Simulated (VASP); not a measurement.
Wanted: the native input for a VASP 6.6.1 run.

```
Task                   : relaxation of cell and atoms
Functional             : PBEsol
Dispersion             : rVV10
Potentials or basis    : VASP PAW PBE potentials, release 64 (Sb, C)
Cutoff                 : 600 eV
k mesh                 : 9 × 9 × 9
Occupations            : fermi-dirac, width 0.05 eV
Spin                   : no spin polarisation
Further INCAR settings : ALGO = Normal; EDIFF = 1e-06; IBRION = 2; EDIFFG = -0.01; NSW = 40; ISIF = 3
```

The structure of SbC lies in POSCAR:

```
SbC
1.0
    3.1146800000      0.0000000000      0.0000000000
    0.0000000000      3.1146800000      0.0000000000
    0.0000000000      0.0000000000      3.1146800000
Sb C
1 1
Direct
    0.5000000000      0.5000000000      0.5000000000
    0.0000000000      0.0000000000      0.0000000000
```

The cell was built by a generator and needn't be a form met in nature.

These files were run (other wordings do the same):

INCAR

```
SYSTEM = SbC
PREC     = Accurate       ! precision mode
ENCUT    = 600            ! plane-wave cutoff, eV
EDIFF    = 1E-6           ! SCF threshold, eV
ISMEAR   = -1             ! smearing method
SIGMA    = 0.05           ! smearing width, eV
LREAL    = .False.        ! projectors in reciprocal space
LASPH    = .True.         ! aspherical terms in the spheres
NELM     = 80             ! most SCF steps
ALGO     = Normal         ! electronic algorithm
ISIF     = 3              ! what is computed and relaxed
LWAVE    = .False.        ! write WAVECAR
LCHARG   = .False.        ! write CHGCAR
GGA      = PS             ! functional
LUSE_VDW = .True.       
IVDW_NL  = 2            
BPARAM   = 20.0         
CPARAM   = 0.0093       
IBRION   = 2              ! ionic algorithm
NSW      = 40             ! ionic steps
EDIFFG   = -0.01          ! ionic threshold
```

KPOINTS

```
Automatic mesh
0
Gamma
  9 9 9
  0 0 0
```

Potentials or basis: VASP PAW PBE potentials, release 64 (Sb, C).

Command:

```sh
$ cat potpaw_PBE.64/Sb/POTCAR potpaw_PBE.64/C/POTCAR > POTCAR
$ mpirun -np 1 vasp_std > vasp.out
```

It gave:

The relaxed volume is 14.32 Å³/atom, the relaxed cell is a = 3.059 Å, b = 3.059 Å, c = 3.059 Å, α = 90.00°, β = 90.00°, γ = 90.00° and the space group after relaxing (to 0.05 Å) is Pm-3m (No. 221). The energy gained by relaxing is 14.8 meV/atom and the ionic steps are 3. The pressure after relaxing is 0.0 GPa.

Caveat: the PAW data sets were made with another functional, which shifts forces and pressure a little.

Wall time 68 s on 1 thread of Intel(R) Xeon(R) Platinum 8375C CPU @ 2.90GHz (Ice Lake), with other jobs on the host, peak memory 0.26 GiB.
